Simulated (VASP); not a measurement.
Here is the system:

```yaml
crystal:
  lattice:
    - [-2.21442, 2.21442, 2.21442]
    - [2.21442, -2.21442, 2.21442]
    - [2.21442, 2.21442, -2.21442]
  atoms:
    - { symbol: Ca, position: [0.00000, 0.00000, 0.00000] }
```

Calculation: r2SCAN meta-GGA, VASP's PBE PAW potentials (set 64) (plane waves; VASP 6.6.1). Run with 400 eV cut-off, 13×13×13 Γ-centred mesh, tetrahedra with Blöchl corrections, potentials Ca_sv.

**Question.** Give the energies of bands 5 to 8 at the high-symmetry points, in eV from the Fermi level.

**Answer.** 
```tsv
band	Γ	H	N	P
5	-4.31	0.13	-0.88	0.36
6	2.60	0.13	-0.19	0.36
7	2.60	4.04	1.57	0.36
8	2.60	4.04	3.58	4.00
```

It has no gap at this level: it comes out as a metal or semimetal.

The structure was generated: Ca was put into the bcc type (Im-3m), which need not be its known phase. The cell was not relaxed at this level.
